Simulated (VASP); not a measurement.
These are TPSS meta-GGA, VASP's PBE PAW potentials (set 64) (plane waves; VASP) values and carry that method's errors.

VASP input:

POSCAR:
```
TiC
2.1664710
  0.0000000000   0.9999999098   0.9999999098
  0.9999999098   0.0000000000   0.9999999098
  0.9999999098   0.9999999098   0.0000000000
Ti C
1 1
Direct
  0.0000000000   0.0000000000   0.0000000000
  0.5000000000   0.5000000000   0.5000000000
```

**KPOINTS_OPT**
```
k-points along high-symmetry lines
10
Line-mode
Reciprocal
  0.000000   0.000000   0.000000 ! GAMMA
  0.500000   0.000000   0.500000 ! X

  0.500000   0.000000   0.500000 ! X
  0.625000   0.250000   0.625000 ! U

  0.375000   0.375000   0.750000 ! K
  0.000000   0.000000   0.000000 ! GAMMA

  0.000000   0.000000   0.000000 ! GAMMA
  0.500000   0.500000   0.500000 ! L

  0.500000   0.500000   0.500000 ! L
  0.500000   0.250000   0.750000 ! W

  0.500000   0.250000   0.750000 ! W
  0.500000   0.000000   0.500000 ! X
```

### KPOINTS
```
Automatic mesh
0
Gamma
16 16 16
0 0 0
```

INCAR:
```
! general
SYSTEM  = TiC
PREC    = Accurate
ENCUT   = 520
LREAL   = .FALSE.
LASPH   = .TRUE.

! electronic loop
EDIFF   = 1E-7
NELM    = 100
ALGO    = Normal
LMAXMIX = 4
LMIXTAU = .TRUE.

! smearing
ISMEAR  = -5

! functional
METAGGA = TPSS

! ions
ISIF    = 2

! output
LWAVE   = .FALSE.
LCHARG  = .FALSE.
LORBIT  = 11
NEDOS   = 601
```

POTCAR, in this order: Ti_sv C (PBE.64 set). Program: vasp_std.

Question: What does the run give for the energy per atom (σ→0), band gap (over mesh and band path)?

Answer: 
```
Quantity                                                              Result
----------------------------------  ----------------------------------------
energy per atom (σ→0)                                        -13.681 eV/atom
band gap (over mesh and band path)  none (metal, semimetal or under 0.01 eV)
```

File OSZICAR:
```
...
DAV:  28    -0.273627315475E+02   -0.67459E-05   -0.16846E-06  4312   0.195E-02    0.285E-03
DAV:  29    -0.273627306858E+02    0.86177E-06   -0.24841E-07  3200   0.822E-03    0.190E-03
DAV:  30    -0.273627298530E+02    0.83272E-06   -0.86949E-08  1824   0.526E-03    0.881E-04
DAV:  31    -0.273627295274E+02    0.32569E-06   -0.16783E-08  1780   0.145E-03    0.771E-04
DAV:  32    -0.273627293264E+02    0.20092E-06   -0.11435E-08  1764   0.111E-03    0.426E-04
DAV:  33    -0.273627293369E+02   -0.10505E-07   -0.44887E-09  1760   0.952E-04
   1 F= -.27362729E+02 E0= -.27362729E+02  d E =0.000000E+00
       N       E                     dE             ncg
```

The compound is TiC in the rock salt structure. It was relaxed first.
